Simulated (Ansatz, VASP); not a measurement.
## LiMgBN2 in two plane-wave programs

Aim: how closely do two programs agree when they are given the same cell, functional and k mesh? The cell is taken from a series of runs on this material, whose earlier steps may have relaxed, scaled, displaced or heated it; both programs get it as it stands.

Main program and level: Ansatz 0.2.0; plane waves, with VASP 6.6.1 beside it; dielectric response at PBE.

## (1) The starting structure

Symmetry: I-4m2, No. 119, tetragonal system. Conventional cell: a = 3.819 Å, b = 3.819 Å, c = 8.887 Å, α = 90.00°, β = 90.00°, γ = 90.00°. Nearest to Li lie 4 N at 2.10 Å. Nearest to Mg lie 4 N at 2.10 Å. Nearest to B lie 2 N at 1.34 Å. Nearest to N lie 1 B at 1.34 Å and 2 Li at 2.10 Å and 2 Mg at 2.10 Å. Farther neighbours and most contacts between anions are not listed.

Coordinates:

```cif
data_structure
_symmetry_space_group_name_H-M 'P 1'
_symmetry_Int_Tables_number 1
_cell_length_a 5.1999
_cell_length_b 5.1999
_cell_length_c 5.1999
_cell_angle_alpha 136.908
_cell_angle_beta 136.908
_cell_angle_gamma 62.580
_cell_volume 64.82
loop_
_atom_site_label
_atom_site_type_symbol
_atom_site_fract_x
_atom_site_fract_y
_atom_site_fract_z
_atom_site_occupancy
Li1 Li 0.25000 0.75000 0.50000 1
Mg2 Mg 0.75000 0.25000 0.50000 1
B3 B 0.50000 0.50000 0.00000 1
N4 N 0.65126 0.65126 0.00000 1
N5 N 0.34874 0.34874 0.00000 1
```

## (2) Ansatz: dielectric response, PBE

Ansatz runs on its PAW soft_1 files.

The response to a field tests empty states and converges slowly with the mesh.

input.yaml reads:

```yaml
crystal:
  lattice:
    - [-1.909656, 1.909656, 4.443522]
    - [1.909656, -1.909656, 4.443522]
    - [1.909656, 1.909656, -4.443522]
  atoms:
    - { symbol: Li, position: [0.25, 0.75, 0.5] }
    - { symbol: Mg, position: [0.75, 0.25, 0.5] }
    - { symbol: B, position: [0.5, 0.5, 0.0] }
    - { symbol: "N", position: [0.6512635, 0.6512635, 0.0] }
    - { symbol: "N", position: [0.3487365, 0.3487365, 0.0] }
kpoints:
  mp_grid: { grid: [8, 8, 8] }
hamiltonian:
  xc: pbe
  pseudopotentials: { kind: paw, azcp: { folder: soft_1 } }
scf:
  occupations: { method: fixed }
dielectric: {}
```

Started as:

```sh
$ ansatz run input.yaml --threads 3 --pin off --max-ram 92160MiB --backend cuda --events-out ev --progress --plain --runs-dir out --devices 1 --max-vram 13GiB
```

Numbers of over 12 decimals in the logs are rounded to 6 here.

What it wrote:

```text
GPUs: using 1 of 1 available (devices: 1).
Engine: ansatz 0.2.0, x86_64-unknown-linux-gnu
Pseudopotentials: kind: paw
Pseudopotential: Li, paw, valence charge 3, recommended cutoff 420 eV (normal), soft_1/Li.paw.azcp
Pseudopotential: Mg, paw, valence charge 10, recommended cutoff 420 eV (normal), soft_1/Mg.paw.azcp
Pseudopotential: B, paw, valence charge 3, recommended cutoff 420 eV (normal), soft_1/B.paw.azcp
Pseudopotential: N, paw, valence charge 5, recommended cutoff 420 eV (normal), soft_1/N.paw.azcp
Functional definition: PBE
  parameter kappa = 0.804
  parameter beta = 0.066725
  exchange = pbe_x(kappa = kappa, mu = beta*pi^2/3)
  correlation = pbe_c(beta = beta)
device memory: the entry about to start is reckoned to put 2.3 GiB on a device that reports 30.1 GiB free (of which the cap on the GPU budget leaves the run 13.0 GiB)
GPU FFT provider: cuFFT
GPU libraries: cuBLAS 13.8.2, cuFFT 12.4.0, cuSOLVER 12.3.4
Crystal: 5 atoms, lattice volume = 64.818 Å³
Basis set: ecut = 420 eV, 1283 PW (Γ), exchange–correlation on 72×72×72 points (8 copies of the dense FFT grid, shifted against one another)
Bands: 18, of which v1, the nominal top of the filled ones, is band 13 counted from 1 (12 counted from 0)
Symmetry: 8 space group operations
k-points: 150 of 512 (irreducible under 2 space group operations, time reversal used)
Non-local potential: Li, projectors of the file, l = 0: 3, l = 1: 2, l = 2: 1
Non-local potential: Mg, projectors of the file, l = 0: 3, l = 1: 2, l = 2: 1
Non-local potential: B, projectors of the file, l = 0: 2, l = 1: 2, l = 2: 1
Non-local potential: N, projectors of the file, l = 0: 2, l = 1: 2, l = 2: 1
PAW form: soft (Blöchl's): semilocal exchange-correlation on the pseudo side does not see the compensation charge
PAW one-centre angular grid: Li, 110 points (default); XC on 96 Gauss nodes
PAW one-centre angular grid: Mg, 110 points (default); XC on 64 Gauss nodes
PAW one-centre angular grid: B, 110 points (default); XC on 64 Gauss nodes
PAW one-centre angular grid: N, 110 points (default); XC on 64 Gauss nodes
Initial density: superposition of atomic densities (chi_scale 0.1, normalization cell, long waves kept (reshape's long-wave potential 0.02 eV rms))
Initial wavefunctions: pseudopotential atomic-orbital guess
GPU buffer pool allocated for 46656 grid points (all kernels)
GPU transforms: local potential and band sums: pruned to the plane-wave sphere, on 36×36×36
Functional: x = pbe(κ = 0.804, μ = 0.219515), c = pbe(β = 0.066725)
SCF iter   1: F=—  HF=-3059.828821 eV  |F-HF|=—  |Δ(HF+E_count)|=         —  Δρ=1.03e-1  dr2=9.26e0  ethr=3.10e-3  ⟨swp⟩=5.0  Hψ=12823  notcnv=0  defer=415
preconditioner: auto → none  [insulator: Δε(μ)=4.483 eV  Ē_g=13.481 eV  n_scr=14 (ndim 8)  ℏωp=18.4 eV  f_vac=0.001  ε∞_Penn≈2.9]
SCF iter   2: F=—  HF=-3057.704420 eV  |F-HF|=—  |Δ(HF+E_count)|=    2.12e0  Δρ=7.18e-2  dr2=2.57e0  ethr=3.10e-3  ⟨swp⟩=3.0  Hψ=7012  notcnv=0  defer=403
SCF iter   3: F=—  HF=-3057.080769 eV  |F-HF|=—  |Δ(HF+E_count)|=   6.24e-1  Δρ=1.94e-2  dr2=2.25e-1  ethr=3.10e-3  ⟨swp⟩=2.0  Hψ=5583  notcnv=0  defer=247
SCF iter   4: F=—  HF=-3057.062535 eV  |F-HF|=—  |Δ(HF+E_count)|=   1.82e-2  Δρ=4.11e-3  dr2=1.30e-2  ethr=8.64e-4  ⟨swp⟩=2.9  Hψ=4297  notcnv=0  defer=435
SCF iter   5: F=—  HF=-3057.063254 eV  |F-HF|=—  |Δ(HF+E_count)|=   7.20e-4  Δρ=1.08e-3  dr2=4.62e-4  ethr=5.02e-5  ⟨swp⟩=2.0  Hψ=3888  notcnv=0  defer=450
SCF iter   6: F=—  HF=-3057.063728 eV  |F-HF|=—  |Δ(HF+E_count)|=   4.74e-4  Δρ=2.23e-4  dr2=2.27e-5  ethr=1.78e-6  ⟨swp⟩=2.0  Hψ=3861  notcnv=0  defer=450
SCF iter   7: F=—  HF=-3057.063766 eV  |F-HF|=—  |Δ(HF+E_count)|=   3.77e-5  Δρ=2.61e-5  dr2=2.39e-7  ethr=8.74e-8  ⟨swp⟩=2.0  Hψ=3793  notcnv=0  defer=308
SCF iter   8: F=—  HF=-3057.063845 eV  |F-HF|=—  |Δ(HF+E_count)|=   7.91e-5  Δρ=2.64e-6  dr2=3.66e-9  ethr=9.17e-10  ⟨swp⟩=2.0  Hψ=3908  notcnv=0  defer=178
SCF iter   9: F=-3057.063845 eV  HF=-3057.063845 eV  |F-HF|=6.78e-11  |Δ(HF+E_count)|=   5.48e-9  Δρ=2.83e-7  dr2=3.93e-11  ethr=1.00e-12  ⟨swp⟩=8.7  Hψ=13869  notcnv=0
SCF 1 converged in 9 iterations: F = -3057.063845 eV  dr2 = 3.93e-11
  greatest PAW one-centre occupation: 1.000 electrons in one spin orbital (limit 2), on the Mg atom at site 1 (counted from 0), in its partial waves of l = 0
the response reads at least the filled bands of the reference SCF and the lowest empty band at each k-point, and that SCF's band table does not vouch for those bands. The notice of the band table in this run's record says why
device memory: the entry about to start is reckoned to put 0.4 GiB on a device that reports 28.8 GiB free (of which the cap on the GPU budget leaves the run 12.9 GiB)
NSCF: frozen V_eff on 1 k-points
device memory: the entry about to start is reckoned to put 0.4 GiB on a device that reports 28.2 GiB free (of which the cap on the GPU budget leaves the run 12.9 GiB)
NSCF: frozen V_eff on 1 k-points
device memory: the entry about to start is reckoned to put 0.1 GiB (of the 0.1 GiB reckoned in all, the device holds 0.1 GiB already) on a device that reports 27.3 GiB free (of which the cap on the GPU budget leaves the run 12.9 GiB)
device memory: the entry about to start is reckoned to put 1.3 GiB (of the 1.4 GiB reckoned in all, the device holds 0.1 GiB already) on a device that reports 27.3 GiB free (of which the cap on the GPU budget leaves the run 12.9 GiB)
DFPT response loops at Γ: preconditioner auto → none (the input reference at scf.mixing.eps_inf says where Resta's filter doesn't serve); β = 0.50; Broyden in place of MSR1
SCF converged after 9 iterations
Free energy (F): -3057.063845 eV
Harris-Foulkes:  -3057.063845 eV  (|F-HF|=6.78e-11)
Internal energy: -3057.063845 eV  (E = F + TS)
E sigma→0 (E₀):  -3057.063845 eV
Fermi energy:    3.105438 eV
--- Per-component energies (eV) ---
  E_band       = -480.592487
  E_kinetic    = 394.438661
  E_local      = -2696.318809  (includes V_loc(G=0)·N_el)
  E_nonlocal   = 254.512317
  E_hartree    = 952.775841
  E_xc         = -187.443565
  E_vxc        = -235.019041  (∫ρ·V_xc dr)
  E_paw        = -659.439500  (= ΣΔE_a)
  E_vpaw       = -103.759090  (= ΣTr[D̂ρ^β])
  E_aug_tail   = 0.001976  (compensation charges beyond the density's cutoff)
  E_ewald      = -1115.590766
  E_smearing   = -0.000000  (= −TS)
  E_closure    = 0.000000  (closes the sum)
  Σ components = -3057.063845   (vs F -3057.063845, Δ=0.00e0)
--- Band table (eV; the first three rows and the last of 150) ---
  k-point 0: bands = [... 9 lower, 0.9908, 0.9908, 1.7554, 1.7554, 5.7090, 9.1877, 10.9443, 10.9443, ... 1 higher]
  k-point 1: bands = [... 9 lower, 0.6595, 0.8661, 1.6638, 2.0208, 6.3800, 9.6253, 10.4231, 10.4327, ... 1 higher]
  k-point 2: bands = [... 9 lower, 0.0731, 0.5569, 1.4563, 2.3846, 7.5943, 9.8047, 9.9571, 10.9124, ... 1 higher]
  k-point 149: bands = [... 9 lower, 0.2024, 0.2024, 3.1054, 3.1054, 6.6502, 9.4437, 9.6607, 9.6607, ... 1 higher]
--- Dielectric response (ions clamped): 2 representative field directions + reference, on 150 of 512 k-points (Σ response iterations 15) ---
  k mesh reduced under 2 symmetry operations, with k and −k counted as one. Each operation leaves every solved perturbation unchanged. A smaller set is not considered because the run solves the response to a homogeneous field
  ε∞ (high-frequency dielectric tensor):
        2.825956     0.000000    -0.000000
        0.000000     2.825956     0.000000
        0.000000     0.000000     3.742402
  Born effective charges Z* (e; rows j = field, columns β = displacement):
    site 0:
         0.95814    0.00000    0.00000
        -0.00000    0.95814    0.00000
        -0.00000    0.00000    0.88550
    site 1:
         1.91799    0.00000    0.00000
         0.00000    1.91799    0.00000
         0.00000    0.00000    1.80721
    site 2:
        -0.05582    0.00000   -0.00000
        -0.00000   -0.05582    0.00000
        -0.00000    0.00000    3.45845
    site 3:
        -1.50213    0.00000    0.00000
        -0.00000   -1.31818    0.00000
         0.00000    0.00000   -3.07558
    site 4:
        -1.31818    0.00000   -0.00000
        -0.00000   -1.50213    0.00000
         0.00000    0.00000   -3.07558
  Z* charge neutrality: 4.015e-5 e pre-enforcement
  k-mesh period / interband length: 30.6 Å / 1.32 Å = 23.18 at k = (0.0000, 0.0000, 0.0000), direct gap 3.954 eV — 14 or more, which is no proof of convergence
```

In the SCF lines HF is the Harris–Foulkes energy and dr2 the Hartree energy of the density residual, in eV; the loop may stop once dr2 is under the threshold and the program's other checks hold. Hψ counts applications of the Hamiltonian.

(Continued in part 2 of 2.)

[Lines on the potential files, build, host, timing and source positions are cut from VASP's logs without a mark.]

[Logs are printed without paths, hosts, clocks, repeated set-up lines and the standing remarks that a program may print on its own settings, such as how far it seeks lower states.]

[Hosts, paths, dates, database ids (printed as entryN), source tags and the programs' standing remarks are cut or masked in the printed files.]
